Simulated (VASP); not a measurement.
Write the native input for VASP 6.6.1 that does the following.

* Task: relaxation of cell and atoms
* Functional: PBE
* Potentials or basis: VASP PAW PBE potentials, release 64 (Mn_pv, O)
* Cutoff: 600 eV
* k mesh: 14 × 14 × 14
* Occupations: gaussian, width 0.03 eV
* Spin: collinear spin, ferromagnetic start
* Starting moments: [5.0, 0.0] μB
* Hubbard terms: Mn d U = 3.9 eV
* Further INCAR settings: ALGO = Normal; EDIFF = 1e-06; AMIX = 0.2; BMIX = 0.0001; IBRION = 2; EDIFFG = -0.01; NSW = 90; ISIF = 3

The structure of MnO (Manganosite) lies in POSCAR:

```
MnO
1.0
    0.0000000000      2.2230000000      2.2230000000
    2.2230000000      0.0000000000      2.2230000000
    2.2230000000      2.2230000000      0.0000000000
Mn O
1 1
Direct
    0.0000000000      0.0000000000      0.0000000000
    0.5000000000      0.5000000000      0.5000000000
```

The input as run:

INCAR

```
SYSTEM = MnO
ALGO = Normal
AMIX = 0.2
AMIX_MAG = 0.8
BMIX = 1E-4
BMIX_MAG = 1E-4
EDIFF = 1E-6
EDIFFG = -0.01
ENCUT = 600
GGA = PE
IBRION = 2
ISIF = 3
ISMEAR = 0
ISPIN = 2
LASPH = .TRUE.
LCHARG = .FALSE.
LDAU = .TRUE.
LDAUJ = 0 0
LDAUL = 2 -1
LDAUPRINT = 1
LDAUTYPE = 2
LDAUU = 3.9 0
LMAXMIX = 4
LORBIT = 11
LREAL = .FALSE.
LWAVE = .FALSE.
MAGMOM = 5 0
NELM = 150
NSW = 90
PREC = Accurate
SIGMA = 0.03
```

KPOINTS

```
k-points
0
G
  14 14 14
  0 0 0
```

Potentials or basis: VASP PAW PBE potentials, release 64 (Mn_pv, O).

Run with:

```console
$ cat potpaw_PBE.64/Mn_pv/POTCAR potpaw_PBE.64/O/POTCAR > POTCAR
$ mpirun -np 1 vasp_std > vasp.out
```

It gave:

* Relaxed volume: 11.51 Å³/atom
* Relaxed cell: a = 3.193 Å, b = 3.193 Å, c = 3.193 Å, α = 60.00°, β = 60.00°, γ = 60.00°
* Space group after relaxing (to 0.05 Å): Fm-3m (No. 225)
* Energy gained by relaxing: 11.7 meV/atom
* Ionic steps: 3
* Pressure after relaxing: 0.0 GPa
* Band gap on the k mesh: 0.13 eV, indirect (least direct gap 2.34 eV)
* Net moment: 5.00 μB per cell
* Site moments: Mn +4.63; O +0.14 μB
* Valence electrons inside the program's atomic spheres: Mn 11.30; O 4.99

Caveat: a cell with one magnetic atom can't hold antiferromagnetic order, which such compounds often take.

It took 110 s on 1 thread of Intel(R) Xeon(R) 6975P-C (Granite Rapids), on a shared host, peak memory 0.22 GiB.
